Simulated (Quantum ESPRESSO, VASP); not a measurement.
VASP ran on this input.

**KPOINTS**
```
kpoints
0
Gamma
 5 5 5
```

INCAR:
```
! general
SYSTEM =Hf5Sc
PREC   =Accurate
ENCUT  =300   ! plane-wave cut-off (eV)
LREAL  =.FALSE.   ! projection in real space or not
LASPH  =.TRUE.

! electronic loop
EDIFF  =1E-6   ! SCF stop (eV)
NELM   =100
ALGO   =Normal   ! blocked Davidson
LMAXMIX=6

! smearing
ISMEAR =0   ! Gaussian
SIGMA  =0.1

! functional
GGA    =PS

! ions
ISIF   =2   ! forces and stress, cell fixed

! output
LWAVE  =.FALSE.
LCHARG =.FALSE.
```

File POSCAR:
```
Hf5Sc
11.122940
  0.5000000000   0.0000000000   0.0000000000
 -0.2500000000   0.4330126747   0.0000000000
  0.0000000000   0.0000000000   0.4517240945
Hf Sc
5 1
Cartesian
  0.3302650000   0.0000000000   0.0000000000
  0.0848675000   0.1469948127   0.0000000000
 -0.1651325000   0.2860178620   0.0000000000
 -0.0000002500   0.2886752608   0.2258620473
  0.2500002500   0.1443374139   0.2258620473
  0.0000000000   0.0000000000   0.2258620473
```

POTCAR, in this order: Hf_pv Sc_sv (PBE.64 set). Program: vasp_std.

Translate it to Quantum ESPRESSO.

One input that does it (PBEsol, SSSP 1.1.2 efficiency (PBE) pseudopotentials):
```
&control
  calculation = 'scf'
  prefix = 'scf'
  outdir = './work'
  pseudo_dir = './'
  verbosity = 'high'
  tprnfor = .true.
  tstress = .true.
/
&system
  ibrav = 4
  celldm(1) = 10.509654820
  celldm(3) = 0.90344821742
  nat = 6
  ntyp = 2
  ecutwfc = 60
  occupations = 'smearing'
  smearing = 'gauss'
  degauss = 0.0073499
  input_dft = 'pbesol'
/
&electrons
  conv_thr = 1.0e-11
/
ATOMIC_SPECIES
Hf   178.4900  Hf-sp.oncvpsp.upf
Sc    44.9559  Sc_ONCV_PBE-1.0.oncvpsp.upf
ATOMIC_POSITIONS crystal
Hf    0.660530000    0.000000000    0.000000000
Hf    0.339470000    0.339470000    0.000000000
Hf    0.000000000    0.660530000    0.000000000
Hf    0.333333333    0.666666667    0.500000000
Hf    0.666666667    0.333333333    0.500000000
Sc    0.000000000    0.000000000    0.500000000
K_POINTS automatic
5 5 5  0 0 0
```
The two runs describe the same crystal, functional and task. Each code takes its own potentials, basis and convergence tests.

The structure comes from a computed database's Hf5Sc entry (P-62m); how it stands against other phases isn't given here. The cell was not relaxed at this level, and it may have been scaled.
